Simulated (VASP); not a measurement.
Output of a VASP run:

**OSZICAR**
```
       N       E                     dE             d eps       ncg     rms          rms(c)
DAV:   1     0.449999287618E+03    0.45000E+03   -0.20187E+04  1584   0.198E+03
DAV:   2     0.318483459979E+02   -0.41815E+03   -0.41135E+03  1696   0.495E+02
DAV:   3    -0.241832223883E+02   -0.56032E+02   -0.55002E+02  2136   0.193E+02
DAV:   4    -0.259965219842E+02   -0.18133E+01   -0.18122E+01  1776   0.399E+01
DAV:   5    -0.260635975968E+02   -0.67076E-01   -0.67070E-01  2224   0.729E+00    0.124E+01
DAV:   6    -0.232570019656E+02    0.28066E+01   -0.30896E+00  2496   0.143E+01    0.808E+00
DAV:   7    -0.214498615337E+02    0.18071E+01   -0.13693E+01  2504   0.275E+01    0.325E+00
DAV:   8    -0.221528380475E+02   -0.70298E+00   -0.72726E+00  2440   0.220E+01    0.470E+00
DAV:   9    -0.218567772479E+02    0.29606E+00   -0.41871E-01  2264   0.519E+00    0.392E+00
DAV:  10    -0.214296379172E+02    0.42714E+00   -0.42878E+00  2624   0.155E+01    0.153E+00
DAV:  11    -0.214201016631E+02    0.95363E-02   -0.37888E-01  2160   0.518E+00    0.816E-01
DAV:  12    -0.214227337908E+02   -0.26321E-02   -0.31040E-02  2016   0.147E+00    0.595E-01
DAV:  13    -0.214187481000E+02    0.39857E-02   -0.89586E-03  2392   0.692E-01    0.399E-01
DAV:  14    -0.214181781297E+02    0.56997E-03   -0.21527E-03  2152   0.299E-01    0.252E-01
DAV:  15    -0.214172361339E+02    0.94200E-03   -0.63229E-03  2528   0.707E-01    0.266E-02
DAV:  16    -0.214172826852E+02   -0.46551E-04   -0.45967E-04  1712   0.162E-01    0.215E-02
DAV:  17    -0.214172769054E+02    0.57798E-05   -0.54757E-05  2888   0.794E-02    0.235E-02
DAV:  18    -0.214172757749E+02    0.11305E-05   -0.68314E-06  1800   0.199E-02    0.219E-02
DAV:  19    -0.214172752349E+02    0.54001E-06   -0.40055E-06  1320   0.191E-02
   1 F= -.21417275E+02 E0= -.21417275E+02  d E =-.119478E-13
```

File OUTCAR:
```
------------------------ aborting loop because EDIFF is reached ----------------------------------------
  FORCE on cell =-STRESS in cart. coord.  units (eV):
  Direction    XX          YY          ZZ          XY          YZ          ZX
  --------------------------------------------------------------------------------------
  Total        2.5306150      2.3221749      1.9098144      0.0000000      0.0000000     -0.1908343
  in kB       50.8133290     46.6279695     38.3480008      0.0000000      0.0000000     -3.8318460
  external PRESSURE =      45.2630998 kB  Pullay stress =       0.0000000 kB
  volume of cell :       79.79
      direct lattice vectors                 reciprocal lattice vectors
     3.968732000  0.000000000  0.000000000     0.251969647  0.000000000  0.000000000
     0.000000000  3.987345000  0.000000000     0.000000000  0.250793448  0.000000000
     0.000000000  0.000000000  5.042239000     0.000000000  0.000000000  0.198324593
 POSITION                                       TOTAL-FORCE (eV/Angst)
 -----------------------------------------------------------------------------------
      1.98437      0.00000      3.85731         0.151391      0.000000     -0.424670
      0.00000      1.99367      1.18493         0.016828      0.000000      0.408634
      1.98437      1.99367      0.00000         0.129841      0.000000     -0.040857
      0.04047      0.00000      0.00000        -0.298060      0.000000      0.056893
 -----------------------------------------------------------------------------------
    total drift:                                0.000302      0.000000      0.000066
  FREE ENERGIE OF THE ION-ELECTRON SYSTEM (eV)
  ---------------------------------------------------
  free  energy   TOTEN  =       -21.4172752349 eV

  energy  without entropy=      -21.4172752349  energy(sigma->0) =      -21.41727523
```
(Selected blocks of OUTCAR.)

POSCAR:
```
PbO
1
    3.9687320000     0.0000000000     0.0000000000
    0.0000000000     3.9873450000     0.0000000000
    0.0000000000     0.0000000000     5.0422390000
Pb O
2 2
Direct
  0.5000000000   0.0000000000   0.7650000000
  0.0000000000   0.5000000000   0.2350000000
  0.5000000000   0.5000000000   0.0000000000
  0.0101980000   0.0000000000   0.0000000000
```

Task: Write an INCAR and KPOINTS that could have produced this output.

Result: One answer among several that fit: the input of the run itself, PBE GGA, plane waves, VASP's PBE PAW potentials (set 64).

### KPOINTS
```
Automatic mesh
0
Gamma
5 5 4
0 0 0
```

INCAR:
```
SYSTEM=PbO
PREC=Accurate; ENCUT=520; LREAL=.FALSE.
LASPH=.TRUE.
EDIFF=1E-6; NELM=100; ALGO=Normal
IMIX=4; AMIX=0.1; BMIX=0.0001
LMAXMIX=4
ISMEAR=0; SIGMA=0.05
GGA=PE
ISIF=2
LWAVE=.FALSE.; LCHARG=.FALSE.
```

POTCAR, in this order: Pb_d O (PBE.64 set). Program: vasp_std.

The compound is PbO in the litharge structure. The cell was not relaxed at this level. The run is one of a series of settings (AMIX = 0.1, BMIX = 0.0001, IMIX = 4 against the base run), some of them coarse on purpose.
